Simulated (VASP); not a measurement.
These are G0W0 on PBE orbitals, VASP's PBE PAW potentials (set 64) (plane waves; VASP) values and carry that method's errors.

VASP input:

**INCAR**
```
ALGO = EVGW0
ENCUT = 500
ENCUTGW = 180
GGA = PE
ISMEAR = 0
LASPH = .TRUE.
LCHARG = .FALSE.
LREAL = .FALSE.
LSPECTRALGW = .TRUE.
LWAVE = .FALSE.
NBANDS = 120
NBANDSGW = 12
NELMGW = 1
NOMEGA = 64
PREC = Normal
SIGMA = 0.01
SYSTEM = SiC
```

File POSCAR:
```
SiC
2.180
  0.0000000000   1.0000000000   1.0000000000
  1.0000000000   0.0000000000   1.0000000000
  1.0000000000   1.0000000000   0.0000000000
Si C
1 1
Cartesian
  0.0000000000   0.0000000000   0.0000000000
  0.5000000000   0.5000000000   0.5000000000
```

**KPOINTS**
```
Regular mesh
0
G
 6 6 6
```

POTCAR, in this order: Si_GW C_GW_new (PBE.64 set). Program: vasp_std. Read from the step before: WAVECAR, WAVEDER.

Output of the run:

### OUTCAR
```
 ion  position               nearest neighbor table
   1  0.000  0.000  0.000-   2 1.89   2 1.89   2 1.89   2 1.89
   2  0.250  0.250  0.250-   1 1.89   1 1.89   1 1.89   1 1.89
  LATTYP: Found a face centered cubic cell.
 ALAT       =     4.3600000000
 Subroutine PRICEL returns:
 Original cell was already a primitive cell.
 Subroutine GETGRP returns: Found 24 space group operations
The static configuration has the point symmetry T_d .
The dynamic configuration has the point symmetry T_d .
 Subroutine INISYM returns: Found 24 space group operations
 Subroutine IBZKPT returns following result:
 Found     16 irreducible k-points:

 Following reciprocal coordinates:
            Coordinates               Weight
  0.000000  0.000000  0.000000      1.000000
  0.166667  0.000000  0.000000      8.000000
  0.333333  0.000000  0.000000      8.000000
  0.500000  0.000000  0.000000      4.000000
  0.166667  0.166667  0.000000      6.000000
  0.333333  0.166667  0.000000     24.000000
  0.500000  0.166667  0.000000     24.000000
 -0.333333  0.166667  0.000000     24.000000
 -0.166667  0.166667  0.000000     12.000000
  0.333333  0.333333  0.000000      6.000000
  0.500000  0.333333  0.000000     24.000000
 -0.333333  0.333333  0.000000     12.000000
  0.500000  0.500000  0.000000      3.000000
  0.500000  0.333333  0.166667     24.000000
 -0.333333  0.333333  0.166667     24.000000
 -0.333333  0.500000  0.166667     12.000000
 Subroutine IBZKPT_HF returns following result:
   k-points           NKPTS =     16   k-points in BZ     NKDIM =    216   number of bands    NBANDS=    120
   number of dos      NEDOS =    301   number of ions     NIONS =      2
   total plane-waves  NPLWV =   5832
   dimension x,y,z NGX =    18 NGY =   18 NGZ =   18
   dimension x,y,z NGXF=    36 NGYF=   36 NGZF=   36
   ions per type =               1   1
   PREC   = normal    normal or accurate (medium, high low for compatibility)
   ISTART =      1    job   : 0-new  1-cont  2-samecut
   ICHARG =      0    charge: 1-file 2-atom 10-const
   ISPIN  =      1    spin polarized calculation?
   LNONCOLLINEAR =      F non collinear calculations
   LSORBIT =      F    spin-orbit coupling
   INIWAV =      1    electr: 0-lowe 1-rand  2-diag
   ENCUT  =  500.0 eV  36.75 Ry    6.06 a.u.   5.62  5.62  5.62*2*pi/ulx,y,z
   NELM   =     60;   NELMIN=  2; NELMDL=  0     # of ELM steps
   EDIFF  = 0.1E-03   stopping-criterion for ELM
   LREAL  =      F    real-space projection
   NLSPLINE    = F    spline interpolate recip. space projectors
   LMAXMIX     =    2 max onsite mixed and CHGCAR
   VOSKOWN=      0    Vosko Wilk Nusair interpolation
   EDIFFG = 0.1E-02   stopping-criterion for IOM
   NSW    =      0    number of steps for IOM
   NBLOCK =      1;   KBLOCK =      1    inner block; outer block
   IBRION =     -1    ionic relax: 0-MD 1-quasi-New 2-CG
   NFREE  =      0    steps in history (QN), initial steepest desc. (CG)
   ISIF   =      0    stress and relaxation
   ISYM   =      3    0-nonsym 1-usesym 2-fastsym
   TEIN   =    0.0    initial temperature
   TEBEG  =    0.0;   TEEND  =   0.0 temperature during run
   SMASS  =  -3.00    Nose mass-parameter (am)
   PSTRESS=    0.0 pullay stress
   NELECT =       8.0000    total number of electrons
   EFERMI =   0.00;   METHOD = LEGACY
   ISMEAR =     0;   SIGMA  =   0.01  broadening in eV -4-tet -1-fermi 0-gaus
   IALGO  =     38    algorithm
   LDIAG  =      T    sub-space diagonalisation (order eigenvalues)
   IMIX   =      4    mixing-type and parameters
     AMIX     =   0.40;   BMIX     =  1.00
     AMIX_MAG =   1.60;   BMIX_MAG =  1.00
     AMIN     =   0.10
   GGA     = PE    functional components
   VOSKOWN =     0    Vosko Wilk Nusair interpolation
...
```

File OSZICAR:
```
energies w=
    0.000    0.000    0.607    0.000    1.213    0.000    1.815    0.000
    2.414    0.000    3.008    0.000    3.596    0.000    4.177    0.000
    4.750    0.000    5.316    0.000    5.874    0.000    6.425    0.000
    6.968    0.000    7.503    0.000    8.032    0.000    8.555    0.000
    9.072    0.000    9.584    0.000   10.093    0.000   10.599    0.000
   11.103    0.000   11.606    0.000   12.110    0.000   12.615    0.000
   13.122    0.000   13.634    0.000   14.151    0.000   14.675    0.000
   15.208    0.000   15.750    0.000   16.306    0.000   16.875    0.000
   17.460    0.000   18.065    0.000   18.692    0.000   19.343    0.000
   20.022    0.000   20.735    0.000   21.483    0.000   22.274    0.000
   23.114    0.000   24.008    0.000   24.965    0.000   25.996    0.000
   27.111    0.000   28.325    0.000   29.654    0.000   31.119    0.000
   32.745    0.000   34.564    0.000   36.615    0.000   38.950    0.000
   41.636    0.000   44.762    0.000   48.447    0.000   52.859    0.000
   58.238    0.000   64.939    0.000   73.514    0.000   84.866    0.000
  100.584    0.000  123.747    0.000  161.208    0.000  231.918    0.000
NQ=   1    0.0000    0.0000    0.0000,
 performed        246000 updates of chi_q(r,r)
NQ=   2    0.1667    0.0000    0.0000,
 performed        688000 updates of chi_q(r,r)
NQ=   3    0.3333    0.0000    0.0000,
 performed       1130000 updates of chi_q(r,r)
NQ=   4    0.5000    0.0000    0.0000,
 performed       1503000 updates of chi_q(r,r)
NQ=   5    0.1667    0.1667    0.0000,
 performed       1945000 updates of chi_q(r,r)
NQ=   6    0.3333    0.1667    0.0000,
 performed       2635000 updates of chi_q(r,r)
NQ=   7    0.5000    0.1667    0.0000,
 performed       3325000 updates of chi_q(r,r)
NQ=   8   -0.3333    0.1667    0.0000,
 performed       4015000 updates of chi_q(r,r)
NQ=   9   -0.1667    0.1667    0.0000,
 performed       4612000 updates of chi_q(r,r)
NQ=  10    0.3333    0.3333    0.0000,
 performed       5054000 updates of chi_q(r,r)
NQ=  11    0.5000    0.3333    0.0000,
 performed       5744000 updates of chi_q(r,r)
NQ=  12   -0.3333    0.3333    0.0000,
 performed       6341000 updates of chi_q(r,r)
NQ=  13    0.5000    0.5000    0.0000,
 performed       6673000 updates of chi_q(r,r)
NQ=  14    0.5000    0.3333    0.1667,
 performed       7449000 updates of chi_q(r,r)
NQ=  15   -0.3333    0.3333    0.1667,
 performed       8179000 updates of chi_q(r,r)
NQ=  16   -0.3333    0.5000    0.1667,
 performed       8779000 updates of chi_q(r,r)
 resolving degeneracies of screened two electron integrals
```

File OUTCAR:
```


 k-point   1 :       0.0000    0.0000    0.0000
  band No.  KS-energies  QP-energies   sigma(KS)   V_xc(KS)     V^pw_x(r,r')   Z            occupation Imag(sigma)

      1      -6.8377      -7.9232     -14.2384     -12.7270     -21.6790       0.7182       2.0000       1.3674
      2       8.5636       7.8648     -15.6920     -14.8023     -17.4198       0.7855       2.0000       0.0533
      3       8.5636       7.8648     -15.6920     -14.8023     -17.4198       0.7855       2.0000       0.0533
      4       8.5636       7.8648     -15.6920     -14.8023     -17.4198       0.7855       2.0000       0.0533
      5      14.7811      15.2048     -12.6259     -13.1706      -7.3897       0.7780       0.0000      -0.0888
      6      15.8461      16.3494     -10.9031     -11.5387      -5.7591       0.7920       0.0000      -0.0865
      7      15.8461      16.3494     -10.9031     -11.5387      -5.7591       0.7920       0.0000      -0.0865
      8      15.8461      16.3494     -10.9031     -11.5387      -5.7591       0.7920       0.0000      -0.0865
      9      23.0383      23.6022     -10.6998     -11.4199      -4.5111       0.7832       0.0000      -0.2686
     10      23.0383      23.6022     -10.6998     -11.4199      -4.5111       0.7832       0.0000      -0.2686
     11      24.9984      25.1910      -9.5381      -9.7872      -2.9119       0.7730       0.0000      -0.4138
     12      25.8120      26.0402      -9.9642     -10.2580      -2.9582       0.7767       0.0000      -0.6405

 k-point   2 :       0.1667    0.0000    0.0000
  band No.  KS-energies  QP-energies   sigma(KS)   V_xc(KS)     V^pw_x(r,r')   Z            occupation Imag(sigma)

      1      -6.2989      -7.3735     -14.2945     -12.8038     -21.5752       0.7209       2.0000       1.2821
      2       6.1913       5.3516     -14.9615     -13.8731     -17.3309       0.7716       2.0000       0.0753
      3       8.2333       7.5106     -15.5541     -14.6340     -17.3556       0.7854       2.0000       0.0551
      4       8.2333       7.5106     -15.5541     -14.6340     -17.3556       0.7854       2.0000       0.0551
      5      14.8861      15.3210     -11.6721     -12.2232      -6.5856       0.7892       0.0000      -0.0836
      6      16.3644      16.8857     -11.0106     -11.6725      -5.6893       0.7874       0.0000      -0.0973
      7      16.3644      16.8857     -11.0106     -11.6725      -5.6893       0.7874       0.0000      -0.0973
      8      16.8987      17.4453     -12.3814     -13.0896      -6.7690       0.7718       0.0000      -0.1204
      9      21.5157      21.9691     -10.3114     -10.8869      -4.3268       0.7878       0.0000      -0.2403
     10      21.5157      21.9691     -10.3114     -10.8869      -4.3268       0.7878       0.0000      -0.2403
     11      24.2073      24.3192      -9.4980      -9.6405      -2.8390       0.7848       0.0000      -0.4875
     12      27.5104      27.8261     -10.2058     -10.6145      -3.0912       0.7723       0.0000      -0.6513

 k-point   3 :       0.3333    0.0000    0.0000
  band No.  KS-energies  QP-energies   sigma(KS)   V_xc(KS)     V^pw_x(r,r')   Z            occupation Imag(sigma)

      1      -4.7736      -5.8149     -14.5335     -13.1048     -21.3798       0.7288       2.0000       1.0597
      2       2.3876       1.4388     -14.1981     -12.9163     -17.9594       0.7402       2.0000       0.1992
      3       7.7190       6.9586     -15.4349     -14.4631     -17.3895       0.7825       2.0000       0.0589
      4       7.7190       6.9586     -15.4349     -14.4631     -17.3895       0.7825       2.0000       0.0589
      5      14.2267      14.6537     -11.6045     -12.1415      -6.7065       0.7952       0.0000      -0.0746
      6      16.1860      16.6705     -10.6814     -11.2933      -5.4201       0.7918       0.0000      -0.0960
      7      16.1860      16.6705     -10.6814     -11.2933      -5.4201       0.7918       0.0000      -0.0960
      8      18.4709      18.9584     -12.0030     -12.6464      -5.6995       0.7578       0.0000      -0.2016
      9      22.8166      23.2794     -10.7237     -11.3199      -4.2377       0.7761       0.0000      -0.3389
     10      22.8166      23.2794     -10.7237     -11.3199      -4.2377       0.7761       0.0000      -0.3389
     11      23.8021      24.0213     -10.2338     -10.5166      -3.5546       0.7752       0.0000      -0.4090
     12      31.1926      31.6323     -11.1779     -11.7654      -3.1868       0.7485       0.0000      -0.9749

 k-point   4 :       0.5000    0.0000    0.0000
  band No.  KS-energies  QP-energies   sigma(KS)   V_xc(KS)     V^pw_x(r,r')   Z            occupation Imag(sigma)

      1      -3.2744      -4.2699     -15.1396     -13.7757     -21.6725       0.7298       2.0000       0.8746
      2       0.0281      -0.9640     -13.3990     -12.0511     -17.8966       0.7360       2.0000       0.3676
      3       7.5105       6.7343     -15.4145     -14.4214     -17.4383       0.7815       2.0000       0.0605
      4       7.5105       6.7343     -15.4145     -14.4214     -17.4383       0.7815       2.0000       0.0605
      5      13.9733      14.3993     -11.6677     -12.2027      -6.8294       0.7962       0.0000      -0.0718
      6      15.7709      16.2302     -10.5059     -11.0832      -5.3647       0.7956       0.0000      -0.0891
      7      15.7709      16.2302     -10.5059     -11.0832      -5.3647       0.7956       0.0000      -0.0891
      8      18.6089      18.9972     -11.2994     -11.8123      -4.9353       0.7570       0.0000      -0.2179
      9      24.7407      25.0667     -11.0505     -11.4800      -3.9468       0.7590       0.0000      -0.4476
     10      25.7513      26.1621     -11.0268     -11.5718      -3.5238       0.7536       0.0000      -0.5959
     11      25.7513      26.1621     -11.0268     -11.5718      -3.5238       0.7536       0.0000      -0.5959
     12      28.8636      29.4212     -11.4690     -12.1958      -4.2818       0.7672       0.0000      -0.7733

 k-point   5 :       0.1667    0.1667    0.0000
  band No.  KS-energies  QP-energies   sigma(KS)   V_xc(KS)     V^pw_x(r,r')   Z            occupation Imag(sigma)

      1      -6.1188      -7.1808     -14.3105     -12.8288     -21.5391       0.7167       2.0000       1.2482
      2       6.7671       5.9644     -15.4257     -14.3884     -17.6558       0.7738       2.0000       0.0688
      3       7.4549       6.6763     -15.1750     -14.1800     -17.1654       0.7825       2.0000       0.0608
      4       7.4549       6.6763     -15.1750     -14.1800     -17.1654       0.7825       2.0000       0.0608
      5      14.0851      14.4592     -10.6678     -11.1358      -5.8355       0.7992       0.0000      -0.0752
      6      15.8898      16.4134     -12.1509     -12.8223      -6.8068       0.7798       0.0000      -0.0982
      7      17.5816      18.1499     -11.4693     -12.2006      -5.8275       0.7770       0.0000      -0.1220
      8      17.5816      18.1499     -11.4693     -12.2006      -5.8275       0.7770       0.0000      -0.1220
      9      19.3859      19.7803     -10.6997     -11.2021      -4.9396       0.7852       0.0000      -0.1725
     10      23.8482      24.4052     -10.7034     -11.4143      -4.3234       0.7834       0.0000      -0.3335
     11      27.2574      27.4931     -10.0978     -10.3995      -2.9109       0.7812       0.0000      -0.7738
     12      27.2574      27.4931     -10.0978     -10.3995      -2.9109       0.7812       0.0000      -0.7738

 k-point   6 :       0.3333    0.1667    0.0000
  band No.  KS-energies  QP-energies   sigma(KS)   V_xc(KS)     V^pw_x(r,r')   Z            occupation Imag(sigma)

      1      -4.9123      -5.9548     -14.4822     -13.0474     -21.3583       0.7266       2.0000       1.0743
      2       3.7859       2.8635     -14.6560     -13.4246     -17.9236       0.7490       2.0000       0.1326
      3       6.7637       5.9567     -15.0321     -13.9933     -17.1833       0.7768       2.0000       0.0668
      4       6.8206       6.0002     -15.0222     -13.9679     -17.2015       0.7783       2.0000       0.0665
      5      13.4605      13.8065     -10.6827     -11.1150      -5.9425       0.8003       0.0000      -0.0723
      6      16.1275      16.6365     -11.4756     -12.1214      -6.2384       0.7882       0.0000      -0.0942
      7      17.5311      18.0306     -11.4589     -12.1004      -5.8147       0.7785       0.0000      -0.1244
      8      18.1977      18.7564     -11.3561     -12.0778      -5.5292       0.7741       0.0000      -0.1440
      9      21.1916      21.7087     -11.8327     -12.5132      -5.1569       0.7598       0.0000      -0.2931
     10      24.6578      25.1506     -10.7743     -11.4096      -4.0080       0.7758       0.0000      -0.4452
     11      26.3382      26.5706     -10.0437     -10.3418      -3.1188       0.7798       0.0000      -0.6079
     12      30.3059      30.7281     -10.9856     -11.5392      -3.2050       0.7627       0.0000      -1.0058

 k-point   7 :       0.5000    0.1667    0.0000
  band No.  KS-energies  QP-energies   sigma(KS)   V_xc(KS)     V^pw_x(r,r')   Z            occupation Imag(sigma)

      1      -3.1318      -4.1258     -15.0589     -13.6963     -21.5071       0.7295       2.0000       0.8411
      2       0.7927      -0.1849     -13.6952     -12.3714     -17.9549       0.7385       2.0000       0.3058
      3       5.7882       4.9305     -14.7524     -13.6399     -17.1982       0.7709       2.0000       0.0794
      4       6.8115       5.9916     -15.0856     -14.0314     -17.2729       0.7777       2.0000       0.0664
      5      13.3867      13.7382     -10.6242     -11.0623      -5.8990       0.8024       0.0000      -0.0709
      6      16.3703      16.8674     -11.8559     -12.4902      -6.5355       0.7837       0.0000      -0.0990
      7      17.4036      17.9131     -10.9404     -11.5917      -5.3492       0.7822       0.0000      -0.1249
      8      19.1876      19.7726     -12.0500     -12.8189      -5.7351       0.7608       0.0000      -0.1984
      9      22.4991      22.8932     -10.9297     -11.4476      -4.0636       0.7611       0.0000      -0.3729
...
```
(Selected blocks of OUTCAR.)

The mesh is coarse and the basis finite, so the quasiparticle values are not converged.

The compound is SiC in the zinc blende structure. The cell was not relaxed at this level.
